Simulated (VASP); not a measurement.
Data:

```
CELL_PARAMETERS angstrom
      0.00000     2.39384     2.39384
      2.39384     0.00000     2.39384
      2.39384     2.39384     0.00000
ATOMIC_POSITIONS crystal
  Na 0.00000 0.00000 0.00000
  H  0.50000 0.50000 0.50000
```

Level of theory: PBEsol GGA, VASP's PBE PAW potentials (set 64) (plane waves; VASP 6.6.1). Numerical set-up: 480 eV cut-off, 9×9×9 Γ-centred mesh, Gaussian smearing of 0.050 eV, potentials Na_pv H.

Q: Estimate the energy per atom (σ→0).

A: 
The energy per atom (σ→0) is -2.543 eV/atom.

The compound is NaH in the rock salt structure. It was relaxed first, which changed the volume by -6 %. The start is the result of an earlier pass.
